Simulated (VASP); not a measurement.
Input:

```
CELL_PARAMETERS angstrom
      4.03349     0.00000     0.00000
      0.00000     4.03349     0.00000
      0.00000     0.00000     4.03349
ATOMIC_POSITIONS crystal
  Sc 0.00000 0.00000 0.00000
  Al 0.50000 0.00000 0.50000
  Al 0.00000 0.50000 0.50000
  Al 0.50000 0.50000 0.00000
```

All values below come from LDA (Ceperley-Alder, Perdew-Zunger), VASP's LDA PAW potentials (set 64) (plane waves; VASP). Numerical set-up: 400 eV cut-off, Gaussian smearing of 0.050 eV, potentials Sc_sv Al.

**Question.** Give the energies of bands 5 to 13 at the high-symmetry points, in eV from the Fermi level.

**Answer.** 
```tsv
band	Γ	X	M	R
5	-10.16	-8.24	-6.85	-4.84
6	-2.65	-7.39	-5.63	-4.84
7	-2.65	-1.74	-5.63	-4.84
8	-1.76	-1.74	-4.38	-4.54
9	-1.76	-1.52	-0.55	-2.90
10	-1.76	1.04	-0.55	-2.90
11	1.32	1.12	1.26	-2.90
12	1.33	1.12	1.43	1.09
13	1.33	1.44	2.15	2.68
```

It has no gap at this level: it comes out as a metal or semimetal.

The structure comes from a computed database's ScAl3 entry (Pm-3m); how it stands against other phases isn't given here. It was relaxed first.
